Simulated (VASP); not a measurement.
Given:

```
CELL_PARAMETERS angstrom
      0.00000     3.45727     3.45727
      3.45727     0.00000     3.45727
      3.45727     3.45727     0.00000
ATOMIC_POSITIONS crystal
  Mg 0.25000 0.25000 0.25000
  Mg 0.75000 0.75000 0.75000
  Sn 0.00000 0.00000 0.00000
```

Computed with vdW-DF2, VASP's PBE PAW potentials (set 64) (plane waves; VASP). Settings: 520 eV cut-off, Gaussian smearing of 0.050 eV, potentials Mg Sn_d.

Unless said otherwise, spin-orbit coupling is left out, though it shifts the bands of the heavy elements here.

### Question
What does the run give for the band gap (along the path) with the smallest direct gap where there is one?

### Answer

- band gap (along the path) = none (metal, semimetal or under 0.01 eV)

Only differences to runs with the same potentials and settings are physical.

The compound is Mg2Sn in the antifluorite structure. It was relaxed first, which changed the volume by +7 %.
